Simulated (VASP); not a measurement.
Shape and ions are relaxed at each volume.

Consider the following.

```cif
data_O4Ti2
_chemical_formula_sum 'Ti2 O4'
_space_group_name_H-M_alt 'P 1'
_space_group_IT_number 1
_cell_length_a 4.60380
_cell_length_b 4.60380
_cell_length_c 2.95269
_cell_angle_alpha 90.000
_cell_angle_beta 90.000
_cell_angle_gamma 90.000
loop_
_space_group_symop_operation_xyz
  'x, y, z'
loop_
_atom_site_label
_atom_site_type_symbol
_atom_site_fract_x
_atom_site_fract_y
_atom_site_fract_z
_atom_site_occupancy
Ti1 Ti 0.00000 0.00000 0.00000 1
Ti2 Ti 0.50000 0.50000 0.50000 1
O1 O 0.30411 0.30411 0.00000 1
O2 O 0.80411 0.19589 0.50000 1
O3 O 0.19589 0.80411 0.50000 1
O4 O 0.69589 0.69589 0.00000 1
```

All values below come from vdW-DF-cx, VASP's PBE PAW potentials (set 64) (plane waves; VASP). Run with 520 eV cut-off, 5×5×8 Γ-centred mesh, Gaussian smearing of 0.050 eV, potentials Ti_sv O.

Problem. Give the energy at these volumes per atom, relative to the lowest: 9.79, 10.11, 10.42, 10.73, 11.04 Å³.

Solution. 30.4, 7.4, 0.0, 5.6, 22.0 meV/atom. A third-order Birch-Murnaghan fit gives B0 = 220 GPa and B0′ = 5.2.

The compound is TiO2 in the rutile structure. It was relaxed first.
